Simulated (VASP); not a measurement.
Input:

```
Al31O47
1.0
    9.17585    -4.80660     0.00041
    9.17585     4.80660     0.00041
    6.65764     0.00000     7.93570
Al O
31 47
Direct
  0.17600   0.17600   0.17600
  0.07400   0.07400   0.07400
  0.32271   0.32575   0.32084
  0.42600   0.42600   0.92600
  0.17600   0.17600   0.67600
  0.07400   0.07400   0.57400
  0.32400   0.32400   0.82400
  0.42600   0.92600   0.42600
  0.17600   0.67600   0.17600
  0.07400   0.57400   0.07400
  0.32400   0.82400   0.32400
  0.42600   0.92600   0.92600
  0.17600   0.67600   0.67600
  0.08027   0.57589   0.56881
  0.32400   0.82400   0.82400
  0.92600   0.42600   0.42600
  0.67600   0.17600   0.17600
  0.57400   0.07400   0.07400
  0.82400   0.32400   0.32400
  0.92600   0.42600   0.92600
  0.67600   0.17600   0.67600
  0.57509   0.07017   0.57406
  0.82400   0.32400   0.82400
  0.92600   0.92600   0.42600
  0.67600   0.67600   0.17600
  0.57516   0.56983   0.07693
  0.82400   0.82400   0.32400
  0.92600   0.92600   0.92600
  0.67600   0.67600   0.67600
  0.57400   0.57400   0.57400
  0.82400   0.82400   0.82400
  0.22200   0.02800   0.37500
  0.02800   0.37500   0.22200
  0.27800   0.47200   0.12500
  0.12500   0.27800   0.47200
  0.47200   0.12500   0.27800
  0.37500   0.22200   0.02800
  0.22200   0.02800   0.87500
  0.02800   0.37500   0.72200
  0.12500   0.27800   0.97200
  0.47200   0.12500   0.77800
  0.36928   0.22505   0.53312
  0.22041   0.53467   0.37048
  0.02800   0.87500   0.22200
  0.27800   0.97200   0.12500
  0.12500   0.77800   0.47200
  0.47483   0.62126   0.27383
  0.37500   0.72200   0.02800
  0.22200   0.52800   0.87500
  0.02800   0.87500   0.72200
  0.27800   0.97200   0.62500
  0.12500   0.77800   0.97200
  0.47200   0.62500   0.77800
  0.37500   0.72200   0.52800
  0.72200   0.02800   0.37500
  0.53182   0.37201   0.21760
  0.77800   0.47200   0.12500
  0.62680   0.27552   0.47043
  0.97200   0.12500   0.27800
  0.87500   0.22200   0.02800
  0.72200   0.02800   0.87500
  0.52800   0.37500   0.72200
  0.77800   0.47200   0.62500
  0.62500   0.27800   0.97200
  0.97200   0.12500   0.77800
  0.87500   0.22200   0.52800
  0.72200   0.52800   0.37500
  0.52800   0.87500   0.22200
  0.77800   0.97200   0.12500
  0.62500   0.77800   0.47200
  0.97200   0.62500   0.27800
  0.87500   0.72200   0.02800
  0.72200   0.52800   0.87500
  0.52800   0.87500   0.72200
  0.77800   0.97200   0.62500
  0.62500   0.77800   0.97200
  0.97200   0.62500   0.77800
  0.87500   0.72200   0.52800
```
Cell charge -1.

Method: PBE GGA, VASP's PBE PAW potentials (set 64) (plane waves; VASP). Numerical set-up: PREC = Normal, LREAL = Auto, ISYM = 0, NELECT = 376.0, EDIFF = 1E-5, 400 eV cut-off, 1×1×1 Γ-centred mesh, Gaussian smearing of 0.050 eV, potentials Al O.

The cell is charged, with a uniform compensating background. The supercell is sampled at Γ alone, which is coarse: total energies, pressure and levels can be off, energies of defects by several tenths of an eV.

The ions are relaxed. What does this cell relax into?

```
Al31O47
1.0
    9.17585    -4.80660     0.00041
    9.17585     4.80660     0.00041
    6.65764     0.00000     7.93570
Al O
31 47
Direct
  0.17209   0.17102   0.18595
  0.07643   0.07205   0.07322
  0.33206   0.33226   0.33350
  0.42842   0.42860   0.93079
  0.17613   0.17606   0.67598
  0.07551   0.07962   0.57209
  0.33476   0.30319   0.85068
  0.42572   0.93009   0.42354
  0.17472   0.67638   0.17475
  0.07299   0.57266   0.07508
  0.32989   0.81471   0.32153
  0.43103   0.92092   0.92421
  0.16732   0.69410   0.67839
  0.06425   0.58130   0.55806
  0.32319   0.82604   0.82389
  0.92735   0.42548   0.42463
  0.67669   0.17733   0.17461
  0.57563   0.07331   0.07669
  0.81630   0.32533   0.32591
  0.92739   0.42684   0.92394
  0.68195   0.17335   0.66978
  0.56379   0.09643   0.56300
  0.82302   0.32701   0.82316
  0.92092   0.92966   0.42653
  0.67272   0.67698   0.17517
  0.56548   0.56426   0.09494
  0.81990   0.82525   0.32413
  0.92464   0.92927   0.92498
  0.67035   0.67937   0.67920
  0.57385   0.57144   0.57281
  0.82342   0.82343   0.82465
  0.22132   0.02236   0.37947
  0.02863   0.37394   0.22083
  0.27448   0.47504   0.12310
  0.12540   0.27869   0.47093
  0.47283   0.12510   0.27826
  0.37286   0.21902   0.03920
  0.22000   0.02687   0.87626
  0.03490   0.37884   0.71720
  0.12956   0.27860   0.96774
  0.46890   0.12542   0.78159
  0.36738   0.21386   0.53535
  0.20627   0.53490   0.37232
  0.02705   0.87550   0.22247
  0.27907   0.97227   0.12403
  0.13127   0.76542   0.47609
  0.47982   0.63662   0.26377
  0.37464   0.72190   0.02706
  0.22394   0.52532   0.86802
  0.02433   0.88215   0.72265
  0.27610   0.96632   0.62658
  0.12389   0.77902   0.96915
  0.47070   0.62527   0.77855
  0.37319   0.71211   0.53187
  0.72186   0.02927   0.37335
  0.53228   0.37099   0.20700
  0.78254   0.46965   0.12241
  0.63956   0.26248   0.47865
  0.97461   0.12343   0.27749
  0.87895   0.22167   0.02482
  0.72078   0.02995   0.87524
  0.52337   0.37310   0.72335
  0.77742   0.47278   0.62470
  0.62821   0.27661   0.96551
  0.97195   0.12763   0.77900
  0.87880   0.22224   0.52935
  0.72233   0.52764   0.37476
  0.53001   0.87670   0.22303
  0.77978   0.97252   0.12344
  0.62123   0.77816   0.47308
  0.96494   0.62880   0.27536
  0.87648   0.72068   0.02460
  0.72409   0.52910   0.87344
  0.52660   0.87933   0.71933
  0.78648   0.96311   0.62755
  0.63055   0.77998   0.96418
  0.98973   0.61747   0.76899
  0.86735   0.72657   0.52718
```
Cell charge -1.

How much energy does the relaxation gain?

The energy (σ→0) changes by -57.5 meV/atom, in 20 ionic steps.

The cell is a supercell with a defect, built from Al2O3 (corundum): vac_Al-vac_O, charge -1. The run is not spin-polarised, so no state with unpaired spins was tried.
